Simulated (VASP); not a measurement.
OSZICAR of a VASP run on Mg (relaxed from the fcc structure, space group Fm-3m):

### OSZICAR
```
       N       E                     dE             d eps       ncg     rms          rms(c)
DAV:   1    -0.344455470186E+01   -0.34446E+01   -0.74153E+02   960   0.224E+02
DAV:   2    -0.414752728945E+01   -0.70297E+00   -0.61046E+00  1105   0.143E+01
DAV:   3    -0.415199478525E+01   -0.44675E-02   -0.44672E-02  1050   0.142E+00
DAV:   4    -0.415201386047E+01   -0.19075E-04   -0.19076E-04  1100   0.699E-02
DAV:   5    -0.415201405836E+01   -0.19789E-06   -0.19762E-06  1065   0.552E-03    0.653E-01
DAV:   6    -0.412613832023E+01    0.25876E-01   -0.70908E-02  1000   0.149E+00    0.489E-01
DAV:   7    -0.423626592940E+01   -0.11013E+00   -0.25833E-02   855   0.998E-01    0.257E-01
DAV:   8    -0.413274188073E+01    0.10352E+00   -0.43182E-02   840   0.106E+00    0.379E-02
DAV:   9    -0.413313123570E+01   -0.38935E-03   -0.10524E-03  1060   0.226E-01    0.450E-02
DAV:  10    -0.412982919985E+01    0.33020E-02   -0.26788E-03   915   0.321E-01    0.210E-02
DAV:  11    -0.412982649924E+01    0.27006E-05   -0.68043E-04  1035   0.148E-01    0.199E-02
DAV:  12    -0.413007996600E+01   -0.25347E-03   -0.45193E-05   850   0.618E-02    0.140E-02
DAV:  13    -0.412972829295E+01    0.35167E-03   -0.37175E-05   855   0.357E-02    0.101E-02
DAV:  14    -0.412973129309E+01   -0.30001E-05   -0.23612E-05   960   0.312E-02    0.686E-03
DAV:  15    -0.412972926747E+01    0.20256E-05   -0.21782E-06   880   0.804E-03    0.450E-03
DAV:  16    -0.412972929646E+01   -0.28989E-07   -0.12861E-06   840   0.649E-03
   1 F= -.41297293E+01 E0= -.41296604E+01  d E =-.412973E+01
```

Which electronic solver shows in the log?

It is blocked Davidson (ALGO = Normal, or the opening steps of other solvers). The INCAR had ALGO = Normal.

Can the final energy be trusted as converged?

Self-consistency was reached. It stopped with EDIFF = 1E-6, NELM = 100, NSW = 60 and EDIFFG = -0.01 after 1 ionic step (r2SCAN meta-GGA, plane waves, VASP's PBE PAW potentials (set 64)).

The structure was generated: Mg was put into the fcc type (Fm-3m), which need not be its known phase. It was relaxed first. The start is the result of an earlier pass.
